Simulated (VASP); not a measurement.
# HoO (Pm-3m) in VASP: further runs, part 2 of 2

VASP 6.6.1. The steps go on from the part before.

### 5 Single point, PBE+U, collinear spin, random start

The input, INCAR:

```
PREC = Accurate
ENCUT = 520
EDIFF = 1E-6
ISMEAR = 0
SIGMA = 0.05
LREAL = F
LASPH = T
NELM = 120
ALGO = Normal
ISIF = 2
LWAVE = F
LCHARG = F
ISPIN = 2
MAGMOM = 1.85 0
LORBIT = 11
LMAXMIX = 6
LDAU = T
LDAUTYPE = 2
LDAUL = 3 -1
LDAUU = 4 0
LDAUJ = 0 0
LDAUPRINT = 1
GGA = PE
NBANDS = 24
```

The input, KPOINTS:

```
regular mesh
0
Gamma
  7 7 7
```

The input, POSCAR:

```
HoO
1.0
    2.7574736800      0.0000000000      0.0000000000
    0.0000000000      2.7574736800      0.0000000000
    0.0000000000      0.0000000000      2.7574736800
Ho O
1 1
Direct
    0.0000000000      0.0000000000      0.0000000000
    0.5000000000      0.5000000000      0.5000000000
```

Potentials or basis: VASP PAW PBE potentials, release 64 (Ho, O).

The run is started by

```console
cat potpaw_PBE.64/Ho/POTCAR potpaw_PBE.64/O/POTCAR > POTCAR
mpirun -np 1 vasp_std > vasp.out
```

OUTCAR:

```text
PREC = Accurate
   ENCUT = 520
   EDIFF = 1E-6
   ISMEAR = 0
   LREAL = F
   LASPH = T
   NELM = 120
   ISIF = 2
   ISPIN = 2
   LORBIT = 11
   GGA = PE

 ion  position               nearest neighbor table
   1  0.000  0.000  0.000-   2 2.39   2 2.39   2 2.39   2 2.39   2 2.39   2 2.39   2 2.39   2 2.39

   2  0.500  0.500  0.500-   1 2.39   1 2.39   1 2.39   1 2.39   1 2.39   1 2.39   1 2.39   1 2.39

  LATTYP: Found a simple cubic cell.
 ALAT       =     2.7574736800

  Lattice vectors:

 A1 = (   2.7574736800,   0.0000000000,   0.0000000000)
 A2 = (   0.0000000000,   2.7574736800,   0.0000000000)
 A3 = (   0.0000000000,   0.0000000000,   2.7574736800)

Analysis of symmetry for initial positions (statically):
=====================================================================
 Subroutine PRICEL returns:
 Original cell was already a primitive cell.

[... 782 lines left out ...]
      4     -13.3125      1.00000
      5     -13.2912      1.00000
      6       3.3721      1.00000
[... 529 lines left out ...]
     23      25.5609      0.00000
     24      33.8435      0.00000

------------------------ aborting loop because EDIFF is reached ----------------------------------------

  FORCE on cell =-STRESS in cart. coord.  units (eV):
  Direction    XX          YY          ZZ          XY          YZ          ZX
  --------------------------------------------------------------------------------------
  -------------------------------------------------------------------------------------
  Total        7.3348581      7.3348581      7.3348581      0.0000000      0.0000000      0.0000000
  in kB      560.4903947    560.4903947    560.4903947      0.0000000      0.0000000      0.0000000
  external PRESSURE =     560.4903947 kB  Pullay stress =       0.0000000 kB

 VOLUME and BASIS-vectors are now :
 -----------------------------------------------------------------------------
  energy-cutoff  :      520.00
  volume of cell :       20.97
      direct lattice vectors                 reciprocal lattice vectors
     2.757473680  0.000000000  0.000000000     0.362650787  0.000000000  0.000000000
     0.000000000  2.757473680  0.000000000     0.000000000  0.362650787  0.000000000
     0.000000000  0.000000000  2.757473680     0.000000000  0.000000000  0.362650787

 POSITION                                       TOTAL-FORCE (eV/Angst)
 -----------------------------------------------------------------------------------
      0.00000      0.00000      0.00000         0.000000      0.000000      0.000000
      1.37874      1.37874      1.37874         0.000000      0.000000      0.000000
 -----------------------------------------------------------------------------------
    total drift:                                0.000000      0.000000     -0.000000

  FREE ENERGIE OF THE ION-ELECTRON SYSTEM (eV)
  ---------------------------------------------------
  free  energy   TOTEN  =       -14.2931391573 eV

  energy  without entropy=      -14.2905767697  energy(sigma->0) =      -14.29185796

 total charge

# of ion       s       p       d       f       tot
--------------------------------------------------
    1        2.061   5.814   0.605  10.605  19.085
    2        1.559   3.541   0.000   0.000   5.100
--------------------------------------------------
tot          3.620   9.355   0.605  10.605  24.185

 magnetization (x)

# of ion       s       p       d       f       tot
--------------------------------------------------
    1       -0.001  -0.030  -0.027   3.197   3.140
    2       -0.002  -0.001   0.000   0.000  -0.002
--------------------------------------------------
tot         -0.002  -0.030  -0.027   3.197   3.137
```

OSZICAR:

```text
N       E                     dE             d eps       ncg     rms          rms(c)
DAV:   1     0.146799841969E+03    0.14680E+03   -0.97036E+03  2664   0.615E+03
DAV:   2     0.451835820076E+01   -0.14228E+03   -0.12866E+03  2568   0.577E+02
DAV:   3    -0.774606557447E+01   -0.12264E+02   -0.11995E+02  2376   0.105E+02
[... 22 lines left out ...]
DAV:  26    -0.142927889650E+02   -0.12879E-03   -0.15212E-04  2648   0.184E-01    0.158E-01
DAV:  27    -0.142930762316E+02   -0.28727E-03   -0.59410E-05  3088   0.451E-01    0.850E-02
DAV:  28    -0.142931143307E+02   -0.38099E-04   -0.62485E-06  2480   0.120E-01    0.380E-02
DAV:  29    -0.142931368983E+02   -0.22568E-04   -0.10543E-05  2336   0.144E-01    0.148E-02
DAV:  30    -0.142931387251E+02   -0.18268E-05   -0.13010E-06  1512   0.339E-02    0.111E-02
DAV:  31    -0.142931391573E+02   -0.43225E-06   -0.60581E-07  1344   0.190E-02
   1 F= -.14293139E+02 E0= -.14291858E+02  d E =-.256239E-02  mag=     3.1833
```

Wall time 36 s (1 thread of AMD EPYC 9R45 (Zen 5), shared host); peak memory 0.14 GiB.

Results:

| Item | Value |
| --- | --- |
| Free energy | -14.2931 eV |
| Pressure | 56.0 GPa |
| Band gap on the k mesh | none (metal or under the smearing width) |
| Net moment | 3.18 μB per cell |
| Site moments | Ho +3.14; O -0.00 μB |
| Valence electrons inside the program's atomic spheres | Ho 19.09; O 5.10 |

Eigenvalues of the final occupation matrices:
```
    site  spin  trace                         eigenvalues
site 1 f     1   6.91  0.98 0.98 0.98 0.99 0.99 0.99 1.00
site 1 f     2   3.71  0.01 0.01 0.01 0.90 0.90 0.90 1.00
```

Caveat: the magnetic or orbital state may not be the lowest; a pressure of tens of GPa on the cell as given is suspect, and the run, the potentials or the cell itself is likely at fault; spin-orbit coupling is left out, which moves the levels of the heavy elements.

### 6 Single point, PBE+U, collinear spin, ferromagnetic start

The input, INCAR:

```
PREC = Accurate ; ENCUT = 520
EDIFF = 1E-6 ; ISMEAR = 0
SIGMA = 0.05 ; LREAL = F
LASPH = T ; NELM = 150
ALGO = Normal ; ISIF = 2
LWAVE = F ; LCHARG = T
ISPIN = 2 ; MAGMOM = 4 0
LORBIT = 11 ; NUPDOWN = 4
LMAXMIX = 6 ; LDAU = T
LDAUTYPE = 2 ; LDAUL = 3 -1
LDAUU = 4 0 ; LDAUJ = 0 0
LDAUPRINT = 1 ; GGA = PE
LELF = T ; LVHAR = T
```

KPOINTS is that of step 5.

POSCAR is that of step 5.

Potentials or basis: VASP PAW PBE potentials, release 64 (Ho, O).

The run is started by

```console
cat potpaw_PBE.64/Ho/POTCAR potpaw_PBE.64/O/POTCAR > POTCAR
mpirun -np 1 vasp_std > vasp.out
```

Run time: 25 s. Hardware: 1 thread of AMD EPYC 9R45 (Zen 5), shared host; peak memory 0.14 GiB.

Results (log left out):

```
Free energy                                           : -13.9427 eV
Pressure                                              : 54.7 GPa
Net moment                                            : 4.00 μB per cell
Site moments                                          : Ho +3.79; O +0.01 μB
Valence electrons inside the program's atomic spheres : Ho 19.01; O 5.09
```

Eigenvalues of the final occupation matrices:
```csv
site,spin,trace,eigenvalues
site 1 f,1,6.95,0.99 0.99 0.99 0.99 0.99 0.99 1.00
site 1 f,2,3.43,0.01 0.01 0.01 0.49 0.97 0.97 0.97
```

Caveat: the magnetic or orbital state may not be the lowest; a pressure of tens of GPa on the cell as given is suspect, and the run, the potentials or the cell itself is likely at fault; spin-orbit coupling is left out, which moves the levels of the heavy elements; the total moment is fixed, so each spin has its own Fermi level. The state reached can hang on the start; a lower one may exist.

### 7 Summary

| spin | fixed moment (μB) | k mesh | supercell matrix | gap on the mesh (eV) | pressure (GPa) | moment (μB) |
| --- | --- | --- | --- | --- | --- | --- |
| collinear, ferromagnetic start | - | 7 × 7 × 7 | - | none | 55.9 | 3.18 |
| collinear, antiferromagnetic start | - | 6 × 6 × 6 | [0, 1, 1, 1, 0, 1, 1, 1, 0] | none | 56.0 | 0.00 |
| collinear, zero start | - | 7 × 7 × 7 | - | none | 48.0 | 0.00 |
| collinear, random start | - | 7 × 7 × 7 | - | none | 56.0 | 3.18 |
| collinear, ferromagnetic start | 4 | 7 × 7 × 7 | - | - | 54.7 | 4.00 |

Alike in all rows: task single point; level PBE+U; potentials or basis VASP PAW PBE potentials, release 64 (Ho, O); Ho f U = 4 eV; cell as given; cutoff (eV) 520; smearing gaussian 0.05 eV.

Every run on the cell as given and a fine mesh finds a metal.

Caveats: the magnetic or orbital state may not be the lowest; a pressure of tens of GPa on the cell as given is suspect, and the run, the potentials or the cell itself is likely at fault; spin-orbit coupling is left out, which moves the levels of the heavy elements; the total moment is fixed, so each spin has its own Fermi level (some runs).

Absolute energies hang on the potentials; compare differences alone.
